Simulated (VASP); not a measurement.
Computed with PBE GGA, VASP's PBE PAW potentials (set 64) (plane waves; VASP).

The input files of a VASP run:

### POSCAR
```
PdIn
3.3089230
  1.0000000272   0.0000000000   0.0000000000
  0.0000000000   1.0000000272   0.0000000000
  0.0000000000   0.0000000000   1.0000000272
In Pd
1 1
direct
  0.5000000000   0.5000000000   0.5000000000
  0.0000000000   0.0000000000   0.0000000000
```

**INCAR**
```
! general
SYSTEM   =  PdIn
PREC     =  Accurate
ENCUT    =  520
LREAL    =  .False.   ! projection in real space or not
LASPH    =  .True.   ! aspherical one-centre terms

! electronic loop
EDIFF    =  1E-7
NELM     =  100
ALGO     =  Normal   ! blocked Davidson
LMAXMIX  =  4   ! l cut-off of mixed one-centre charges

! smearing
ISMEAR   =  -5   ! tetrahedra, Bloechl

! functional
GGA      =  PE   ! PBE

! ions
ISIF     =  2   ! forces and stress, cell fixed

! output
LWAVE    =  .False.
LCHARG   =  .True.
LORBIT   =  11   ! lm-projected
NEDOS    =  601   ! DOS grid
```

### KPOINTS
```
Automatic mesh
0
Gamma
12 12 12
0 0 0
```

POTCAR, in this order: In_d Pd (PBE.64 set). Program: vasp_std.

For a metal the tetrahedron method with Blöchl corrections gives inexact stress and forces. Unless said otherwise, spin-orbit coupling is left out, though it shifts the bands of the heavy elements here.

**Question.** What does the run give for the energy per atom (σ→0), band gap (on the k-mesh)?

**Answer.** 
| Item | Result |
|---|---|
| energy per atom (σ→0) | -4.374 eV/atom |
| band gap (on the k-mesh) | none (metal, semimetal or under 0.01 eV) |

File OSZICAR:
```
...
DAV:   7    -0.875463224718E+01    0.31946E-01   -0.71563E-02  3299   0.496E+00    0.126E+00
DAV:   8    -0.874837885629E+01    0.62534E-02   -0.21894E-02  2779   0.146E+00    0.373E-01
DAV:   9    -0.874767176701E+01    0.70709E-03   -0.18998E-03  3269   0.751E-01    0.538E-02
DAV:  10    -0.874767150403E+01    0.26298E-06   -0.44233E-05  3356   0.100E-01    0.241E-02
DAV:  11    -0.874767753418E+01   -0.60301E-05   -0.55298E-06  2954   0.251E-02    0.270E-03
DAV:  12    -0.874767734033E+01    0.19384E-06   -0.35986E-07  3114   0.704E-03    0.207E-03
DAV:  13    -0.874767732391E+01    0.16419E-07   -0.27379E-08  1596   0.206E-03
   1 F= -.87476773E+01 E0= -.87476773E+01  d E =0.000000E+00
```

The compound is PdIn in the CsCl type structure. It was relaxed first, which changed the volume by +6 %. The electron count is odd and the run is not spin-polarised, which forces a metal.
